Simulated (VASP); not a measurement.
```
Pb
1.0
    0.00000     2.50515     2.50515
    2.50515     0.00000     2.50515
    2.50515     2.50515     0.00000
Pb
1
Direct
  0.00000   0.00000   0.00000
```

Computed with optB88-vdW, VASP's PBE PAW potentials (set 64) (plane waves; VASP). Numerical set-up: 520 eV cut-off, 14×14×14 Γ-centred mesh, tetrahedra with Blöchl corrections, potentials Pb_d.

Unless said otherwise, spin-orbit coupling is left out, though it shifts the bands of the heavy elements here.

Q: What does the run give for the energy per atom (σ→0), band gap (on the k-mesh) with the smallest direct gap where there is one?

A: 
band gap (on the k-mesh): none (metal, semimetal or under 0.01 eV)
energy per atom (σ→0): -0.349 eV/atom

The absolute energy has meaning only against runs of the same code, potentials and settings.

The compound is Pb in the fcc structure. It was relaxed first.
